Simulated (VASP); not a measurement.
# MnCuAs: structure and properties in VASP, part 3 of 9

Wanted: the relaxed cell of MnCuAs and its properties. The start is a computed cell from the Materials Project.

VASP 6.6.1, plane waves and PAW; the level of theory is named at each step.

So far. Step 3 (Magnetic order: antiferromagnetic within the cell): The energy lies -54.6 meV an atom from the first pattern. The run ends antiferromagnetic with a largest moment of 3.47 μB, and the mesh shows no gap. Step 4 (Magnetic order: antiferromagnetic, q = (0, 0, 1/2)): The energy lies -41.4 meV an atom from the first pattern. The run ends antiferromagnetic with a largest moment of 3.49 μB, and the mesh shows no gap.

## (5) Magnetic order: antiferromagnetic, q = (1/2, 1/2, 1/2)

Level of this step: PBE, spin-polarised from an antiferromagnetic start; plane waves and PAW (Mn_pv, Cu, As) (VASP).

Next, a pattern with opposite moments, which needs a doubled cell; q is given in the reciprocal vectors of the primitive cell.

Input file INCAR:

```
SYSTEM = MnCuAs
PREC = Accurate
ENCUT = 400
EDIFF = 1E-06
NELM = 100
ISMEAR = 1
SIGMA = 0.2
LREAL = .FALSE.
ALGO = Normal
GGA = PE
NBANDS = 77
ISPIN = 2
MAGMOM = 4 -4 4 -4 0.6 -0.6 0.6 -0.6 0 0 0 0
LASPH = .TRUE.
LMAXMIX = 4
LORBIT = 11
LWAVE = .FALSE.
LCHARG = .FALSE.
KPAR = 8
ISIF = 2
```

Input file POSCAR:

```
MnCuAs
1.0
    7.3989820000      0.0000000000      0.0000000000
    3.6994910000      3.6994910000      0.0000000000
    3.6994910000      0.0000000000      6.4084220000
Mn Cu As
4 4 4
Direct
    0.6679900000      0.5000000000      0.1640200000
    0.1679900000      0.5000000000      0.1640200000
    0.8320100000      0.0000000000      0.8359800000
    0.3320100000      0.0000000000      0.8359800000
    0.7500000000      0.0000000000      0.5000000000
    0.2500000000      0.0000000000      0.5000000000
    0.7500000000      0.5000000000      0.5000000000
    0.2500000000      0.5000000000      0.5000000000
    0.3618770000      0.5000000000      0.7762460000
    0.8618770000      0.5000000000      0.7762460000
    0.1381230000      0.0000000000      0.2237540000
    0.6381230000      0.0000000000      0.2237540000
```

Input file KPOINTS:

```
Automatic mesh
0
Gamma
6 6 6
0 0 0
```

The projector-augmented-wave data sets are Mn_pv, Cu and As (PBE family, release 64).

Launch:

```console
$ mpirun -np 8 vasp_std
```

What it wrote:

```text
[... set-up lines as in an earlier step ...]
 entering main loop
       N       E                     dE             d eps       ncg     rms          rms(c)
DAV:   1     0.120566642319E+04    0.12057E+04   -0.47433E+04 22912   0.168E+03
DAV:   2     0.928355569752E+02   -0.11128E+04   -0.10655E+04 20949   0.479E+02
DAV:   3    -0.646952458059E+02   -0.15753E+03   -0.13951E+03 21874   0.189E+02
DAV:   4    -0.772807619477E+02   -0.12586E+02   -0.12152E+02 31856   0.572E+01
DAV:   5    -0.775961159618E+02   -0.31535E+00   -0.31420E+00 31448   0.105E+01    0.271E+01
DAV:   6    -0.740427086981E+02    0.35534E+01   -0.10095E+02 29433   0.124E+02    0.184E+01
DAV:   7    -0.699073864502E+02    0.41353E+01   -0.21524E+01 26726   0.633E+01    0.629E+00
DAV:   8    -0.700969322045E+02   -0.18955E+00   -0.27825E+00 31448   0.109E+01    0.489E+00
DAV:   9    -0.700507751000E+02    0.46157E-01   -0.32108E-01 31353   0.100E+01    0.219E+00
DAV:  10    -0.700288099257E+02    0.21965E-01   -0.12849E-01 32096   0.587E+00    0.869E-01
DAV:  11    -0.700267572389E+02    0.20527E-02   -0.35727E-02 32198   0.347E+00    0.230E-01
DAV:  12    -0.700272555601E+02   -0.49832E-03   -0.62366E-03 31280   0.537E-01    0.103E-01
DAV:  13    -0.700272512916E+02    0.42685E-05   -0.16698E-04 26331   0.106E-01    0.519E-02
DAV:  14    -0.700272515938E+02   -0.30221E-06   -0.63263E-05 31384   0.897E-02    0.241E-02
DAV:  15    -0.700272552998E+02   -0.37060E-05   -0.98449E-06 26576   0.341E-02    0.111E-02
DAV:  16    -0.700272553937E+02   -0.93905E-07   -0.20666E-06 14916   0.252E-02
   1 F= -.70027255E+02 E0= -.70025917E+02  d E =-.401497E-02  mag=    -0.0000
```

It took 6.8 min on 8 MPI ranks of Intel Xeon Platinum 8488C (Sapphire Rapids), shared host; peak memory 7.5 GiB; 53 min of CPU time.

OUTCAR, selected parts (step 5):

```text
   k-points           NKPTS =     68   k-points in BZ     NKDIM =     68   number of bands    NBANDS=     77

   ENCUT  =  400.0 eV  29.40 Ry    5.42 a.u.  12.07  8.53 12.07*2*pi/ulx,y,z

   NELECT =     116.0000    total number of electrons

 E-fermi :   7.9289

 spin component 1
 k-point     1 :       0.0000    0.0000    0.0000
  band No.  band energies     occupation
    ...
     54       6.1737      1.00000
     55       6.4492      1.00000
     56       7.2442      1.00001
     57       7.4804      1.00338
     58       7.6579      1.03327
     59       8.1749     -0.03545
     60       8.2895     -0.01433
     61       8.3061     -0.01135
     62       8.5621     -0.00004
     63       8.8763     -0.00000
    ...

 k-point     2 :       0.1667    0.0000   -0.0000
  band No.  band energies     occupation
    ...
     55       6.5001      1.00000
     56       7.2961      1.00004
     57       7.4379      1.00141
     58       7.6678      1.03456
     59       7.8258      0.87852
     60       8.3719     -0.00376
     61       8.4782     -0.00036
     62       8.6212     -0.00001
     63       8.7335     -0.00000
     64       8.9725     -0.00000
    ...

  Total       -0.2990290     -0.2990290     -0.0905880      1.2399173     -0.0002673      0.0002672
  in kB       -2.7312336     -2.7312336     -0.8274013     11.3250011     -0.0024415      0.0024409
  external PRESSURE =      -2.0966228 kB  Pullay stress =       0.0000000 kB

 POSITION                                       TOTAL-FORCE (eV/Angst)
 -----------------------------------------------------------------------------------
      7.39898      1.84975      1.05111         0.000036     -0.000036     -0.083410
      3.69949      1.84975      1.05111         0.000036     -0.000036     -0.083410
      9.24873      0.00000      5.35731        -0.000036      0.000036      0.083410
      5.54924      0.00000      5.35731        -0.000036      0.000036      0.083410
      7.39898      0.00000      3.20421         0.000001      0.000001      0.000000
      3.69949      0.00000      3.20421         0.000001      0.000001      0.000000
      9.24873      1.84975      3.20421        -0.000001     -0.000001      0.000000
      5.54924      1.84975      3.20421        -0.000001     -0.000001      0.000000
      7.39898      1.84975      4.97451         0.000017     -0.000017     -0.027245
     11.09847      1.84975      4.97451         0.000017     -0.000017     -0.027245
      1.84975      0.00000      1.43391        -0.000017      0.000017      0.027245
      5.54924      0.00000      1.43391        -0.000017      0.000017      0.027245
 -----------------------------------------------------------------------------------
    total drift:                                0.000000      0.000000     -0.000000

  FREE ENERGIE OF THE ION-ELECTRON SYSTEM (eV)
  ---------------------------------------------------
  free  energy   TOTEN  =       -70.0272553937 eV

  energy  without entropy=      -70.0232404269  energy(sigma->0) =      -70.02591707

 magnetization (x)
# of ion       s       p       d       tot
------------------------------------------
    1        0.032   0.023   3.423   3.479
    2       -0.032  -0.023  -3.423  -3.479
    3        0.032   0.023   3.423   3.479
    4       -0.032  -0.023  -3.423  -3.479
    5        0.000   0.000  -0.000   0.000
    6       -0.000  -0.000   0.000  -0.000
    7        0.000   0.000  -0.000   0.000
    8       -0.000  -0.000   0.000  -0.000
    9       -0.005   0.017  -0.001   0.011
   10        0.005  -0.017   0.001  -0.011
   11       -0.005   0.017  -0.001   0.011
   12        0.005  -0.017   0.001  -0.011
--------------------------------------------------
tot          0.000   0.000  -0.000  -0.000

[... 2 parts as in an earlier step ...]

[... 13 further parts left out ...]
```

This step gave:

```
electronic steps        : 16
irreducible k points    : 68
symmetry operations     : 4
free energy (TOTEN)     : -70.0273 eV
energy at zero smearing : -70.0259 eV
Fermi energy            : 7.929 eV
pressure                : -0.2097 GPa
```

Spin moment in the PAW sphere by atom:

| atom | spin moment in the PAW sphere (μB) |
| --- | --- |
| Mn1 | 3.48 |
| Mn2 | -3.48 |
| Mn3 | 3.48 |
| Mn4 | -3.48 |
| Cu5 | 0.00 |
| Cu6 | 0.00 |
| Cu7 | 0.00 |
| Cu8 | 0.00 |
| As9 | 0.01 |
| As10 | -0.01 |
| As11 | 0.01 |
| As12 | -0.01 |

Force by atom:

| atom | x (eV/Å) | y (eV/Å) | z (eV/Å) | size |
| --- | --- | --- | --- | --- |
| Mn1 | 0.0000 | 0.0000 | -0.0834 | 0.0834 |
| Mn2 | 0.0000 | 0.0000 | -0.0834 | 0.0834 |
| Mn3 | 0.0000 | 0.0000 | 0.0834 | 0.0834 |
| Mn4 | 0.0000 | 0.0000 | 0.0834 | 0.0834 |
| Cu5 | 0.0000 | 0.0000 | 0.0000 | 0.0000 |
| Cu6 | 0.0000 | 0.0000 | 0.0000 | 0.0000 |
| Cu7 | 0.0000 | 0.0000 | 0.0000 | 0.0000 |
| Cu8 | 0.0000 | 0.0000 | 0.0000 | 0.0000 |
| As9 | 0.0000 | 0.0000 | -0.0272 | 0.0272 |
| As10 | 0.0000 | 0.0000 | -0.0272 | 0.0272 |
| As11 | 0.0000 | 0.0000 | 0.0272 | 0.0272 |
| As12 | 0.0000 | 0.0000 | 0.0272 | 0.0272 |

The energy lies -27.9 meV an atom from the first pattern. The run ends antiferromagnetic with a largest moment of 3.48 μB, and the mesh shows no gap.

## (6) Magnetic order: antiferromagnetic, q = (1/2, 1/2, 0)

Next, a pattern with opposite moments, which needs a doubled cell; q is given in the reciprocal vectors of the primitive cell.

INCAR is that of step 5.

Input file POSCAR:

```
MnCuAs
1.0
    7.3989820000      0.0000000000      0.0000000000
    3.6994910000      3.6994910000      0.0000000000
    0.0000000000      0.0000000000      6.4084220000
Mn Cu As
4 4 4
Direct
    0.7500000000      0.5000000000      0.1640200000
    0.2500000000      0.5000000000      0.1640200000
    0.2500000000      0.0000000000      0.8359800000
    0.7500000000      0.0000000000      0.8359800000
    0.0000000000      0.0000000000      0.5000000000
    0.5000000000      0.0000000000      0.5000000000
    0.0000000000      0.5000000000      0.5000000000
    0.5000000000      0.5000000000      0.5000000000
    0.7500000000      0.5000000000      0.7762460000
    0.2500000000      0.5000000000      0.7762460000
    0.2500000000      0.0000000000      0.2237540000
    0.7500000000      0.0000000000      0.2237540000
```

Input file KPOINTS:

```
Automatic mesh
0
Gamma
6 6 4
0 0 0
```

Launch:

```console
$ mpirun -np 8 vasp_std
```

What it wrote:

```text
[... set-up lines as in an earlier step ...]
 entering main loop
       N       E                     dE             d eps       ncg     rms          rms(c)
DAV:   1     0.120826157260E+04    0.12083E+04   -0.47410E+04 18832   0.168E+03
DAV:   2     0.935133215655E+02   -0.11147E+04   -0.10672E+04 17263   0.479E+02
DAV:   3    -0.647071087914E+02   -0.15822E+03   -0.14021E+03 18031   0.190E+02
DAV:   4    -0.772359436085E+02   -0.12529E+02   -0.12105E+02 26294   0.573E+01
DAV:   5    -0.775404953630E+02   -0.30455E+00   -0.30356E+00 25864   0.105E+01    0.270E+01
DAV:   6    -0.740649477753E+02    0.34755E+01   -0.99545E+01 24406   0.123E+02    0.182E+01
DAV:   7    -0.699319564518E+02    0.41330E+01   -0.21274E+01 22036   0.632E+01    0.611E+00
DAV:   8    -0.701112921242E+02   -0.17934E+00   -0.28071E+00 25912   0.103E+01    0.463E+00
DAV:   9    -0.700567780623E+02    0.54514E-01   -0.26685E-01 25609   0.889E+00    0.195E+00
DAV:  10    -0.700439454833E+02    0.12833E-01   -0.10994E-01 26392   0.516E+00    0.875E-01
DAV:  11    -0.700404052883E+02    0.35402E-02   -0.32922E-02 26675   0.341E+00    0.242E-01
DAV:  12    -0.700407512458E+02   -0.34596E-03   -0.60863E-03 25904   0.578E-01    0.955E-02
DAV:  13    -0.700407784112E+02   -0.27165E-04   -0.16416E-04 22163   0.979E-02    0.508E-02
DAV:  14    -0.700407774762E+02    0.93501E-06   -0.57865E-05 25456   0.961E-02    0.219E-02
DAV:  15    -0.700407795322E+02   -0.20560E-05   -0.96848E-06 23187   0.301E-02    0.109E-02
DAV:  16    -0.700407795818E+02   -0.49573E-07   -0.28661E-06 14710   0.251E-02
   1 F= -.70040780E+02 E0= -.70040719E+02  d E =-.182159E-03  mag=    -0.0000
```

The job ended after 4.6 min (8 MPI ranks; peak memory 6.5 GiB; 36 min of CPU time).

Parts of OUTCAR (step 6):

```text
   k-points           NKPTS =     56   k-points in BZ     NKDIM =     56   number of bands    NBANDS=     77

   ENCUT  =  400.0 eV  29.40 Ry    5.42 a.u.  12.07  8.53 10.45*2*pi/ulx,y,z

   NELECT =     116.0000    total number of electrons

 E-fermi :   7.9841

 spin component 1
 k-point     1 :       0.0000    0.0000    0.0000
  band No.  band energies     occupation
    ...
     54       6.0022      1.00000
     55       6.4467      1.00000
     56       7.0854      1.00000
     57       7.3525      1.00004
     58       7.5445      1.00400
     59       8.1057      0.07633
     60       8.2897     -0.02638
     61       8.3232     -0.01874
     62       8.4513     -0.00233
     63       8.4914     -0.00098
    ...

 k-point     2 :       0.1667    0.0000    0.0000
  band No.  band energies     occupation
    ...
     55       6.3688      1.00000
     56       7.1813      1.00000
     57       7.3186      1.00001
     58       7.5901      1.00880
     59       7.6330      1.01620
     60       8.1129      0.06122
     61       8.4851     -0.00113
     62       8.5778     -0.00011
     63       8.8090     -0.00000
     64       9.0300     -0.00000
    ...

  Total       -1.0694803     -1.0694803     -0.9893645     -1.3105073      0.0000661     -0.0000661
  in kB       -9.7682855     -9.7682855     -9.0365331    -11.9697470      0.0006036     -0.0006035
  external PRESSURE =      -9.5243680 kB  Pullay stress =       0.0000000 kB

 POSITION                                       TOTAL-FORCE (eV/Angst)
 -----------------------------------------------------------------------------------
      7.39898      1.84975      1.05111         0.000036     -0.000036     -0.233355
      3.69949      1.84975      1.05111         0.000036     -0.000036     -0.233355
      1.84975      0.00000      5.35731        -0.000036      0.000036      0.233355
      5.54924      0.00000      5.35731        -0.000036      0.000036      0.233355
      0.00000      0.00000      3.20421         0.000005      0.000005     -0.000000
      3.69949      0.00000      3.20421         0.000005      0.000005     -0.000000
      1.84975      1.84975      3.20421        -0.000005     -0.000005      0.000000
      5.54924      1.84975      3.20421        -0.000005     -0.000005      0.000000
      7.39898      1.84975      4.97451         0.000018     -0.000018      0.052952
      3.69949      1.84975      4.97451         0.000018     -0.000018      0.052952
      1.84975      0.00000      1.43391        -0.000018      0.000018     -0.052952
      5.54924      0.00000      1.43391        -0.000018      0.000018     -0.052952
 -----------------------------------------------------------------------------------
    total drift:                                0.000000     -0.000000     -0.000000

  FREE ENERGIE OF THE ION-ELECTRON SYSTEM (eV)
  ---------------------------------------------------
  free  energy   TOTEN  =       -70.0407795818 eV

  energy  without entropy=      -70.0405974224  energy(sigma->0) =      -70.04071886

 magnetization (x)
# of ion       s       p       d       tot
------------------------------------------
    1        0.029   0.025   3.376   3.430
    2       -0.029  -0.025  -3.376  -3.430
    3        0.029   0.025   3.376   3.430
    4       -0.029  -0.025  -3.376  -3.430
    5        0.000   0.000  -0.000   0.000
    6       -0.000  -0.000   0.000  -0.000
    7        0.000   0.000  -0.000   0.000
    8       -0.000  -0.000   0.000  -0.000
    9        0.003  -0.014  -0.001  -0.012
   10       -0.003   0.014   0.001   0.012
   11        0.003  -0.014  -0.001  -0.012
   12       -0.003   0.014   0.001   0.012
--------------------------------------------------
tot          0.000   0.000   0.000   0.000

[... 2 parts as in an earlier step ...]

[... 13 further parts left out ...]
```

This step gave:

- irreducible k points: 56
- free energy (TOTEN): -70.0408 eV
- energy at zero smearing: -70.0407 eV
- Fermi energy: 7.984 eV
- pressure: -0.9524 GPa

Spin moment in the PAW sphere by atom:

| atom | spin moment in the PAW sphere (μB) |
| --- | --- |
| Mn1 | 3.43 |
| Mn2 | -3.43 |
| Mn3 | 3.43 |
| Mn4 | -3.43 |
| Cu5 | 0.00 |
| Cu6 | 0.00 |
| Cu7 | 0.00 |
| Cu8 | 0.00 |
| As9 | -0.01 |
| As10 | 0.01 |
| As11 | -0.01 |
| As12 | 0.01 |

Force by atom:

| atom | x (eV/Å) | y (eV/Å) | z (eV/Å) | size |
| --- | --- | --- | --- | --- |
| Mn1 | 0.000 | 0.000 | -0.233 | 0.233 |
| Mn2 | 0.000 | 0.000 | -0.233 | 0.233 |
| Mn3 | 0.000 | 0.000 | 0.233 | 0.233 |
| Mn4 | 0.000 | 0.000 | 0.233 | 0.233 |
| Cu5 | 0.000 | 0.000 | 0.000 | 0.000 |
| Cu6 | 0.000 | 0.000 | 0.000 | 0.000 |
| Cu7 | 0.000 | 0.000 | 0.000 | 0.000 |
| Cu8 | 0.000 | 0.000 | 0.000 | 0.000 |
| As9 | 0.000 | 0.000 | 0.053 | 0.053 |
| As10 | 0.000 | 0.000 | 0.053 | 0.053 |
| As11 | 0.000 | 0.000 | -0.053 | 0.053 |
| As12 | 0.000 | 0.000 | -0.053 | 0.053 |

The energy lies -29.1 meV an atom from the first pattern. The run ends antiferromagnetic with a largest moment of 3.43 μB, and the mesh shows no gap.

## (7) The orders side by side

This step: collinear orders at PBE; plane waves and PAW (VASP 6.6.1).

This step runs nothing: it gathers the runs above.

Patterns, by row:

| start | atoms | energy less that of the first (meV/atom) | largest site moment (μB) | end state |
| --- | --- | --- | --- | --- |
| ferromagnetic | 6 | 0 | 3.41 | ferromagnetic |
| antiferromagnetic within the cell | 6 | -54.6 | 3.47 | antiferromagnetic |
| antiferromagnetic, q = (0, 0, 1/2) | 12 | -41.4 | 3.49 | antiferromagnetic |
| antiferromagnetic, q = (1/2, 1/2, 1/2) | 12 | -27.9 | 3.48 | antiferromagnetic |
| antiferromagnetic, q = (1/2, 1/2, 0) | 12 | -29.1 | 3.43 | antiferromagnetic |

The session goes on in the lowest magnetic state found: antiferromagnetic. The next one lies 13.2 meV an atom higher.

[end of part 3 of 9]

[Lines on the potential files, build, host, timing and source positions are cut from VASP's logs without a mark.]

[Logs are printed without paths, hosts, clocks, repeated set-up lines and the standing remarks that a program may print on its own settings, such as how far it seeks lower states.]

[Hosts, paths, dates, database ids (printed as entryN), source tags and the programs' standing remarks are cut or masked in the printed files.]

[A measured line is paired with the nearest computed mode of its activity, which favours agreement.]
